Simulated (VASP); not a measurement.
Energy against volume of KMgF$_{3}$ (cubic perovskite). Level of theory: TPSS meta-GGA, VASP's PBE PAW potentials (set 64) (plane waves; VASP). Run with 520 eV cut-off, 6×6×6 Γ-centred mesh, Gaussian smearing of 0.050 eV, potentials K_sv Mg F.

```
V (Å³/atom)  E (eV/atom)
-----------  -----------
12.172          -8.51337
12.560          -8.52470
12.949          -8.52994
13.337          -8.52998
```

Q: Fit these four points and predict the energy of the run at 13.726 Å³/atom.

A: A cubic in V^(−2/3), the third-order Birch-Murnaghan form, passes through the four points with V0 = 13.14 Å³/atom and B0 = 67 GPa, and gives -8.5256 eV/atom there. The run gave -8.5257 eV/atom, -0.1 meV/atom from the fit; all five points give B0 = 66 GPa.

The compound is KMgF3 in the cubic perovskite structure. It was relaxed first.
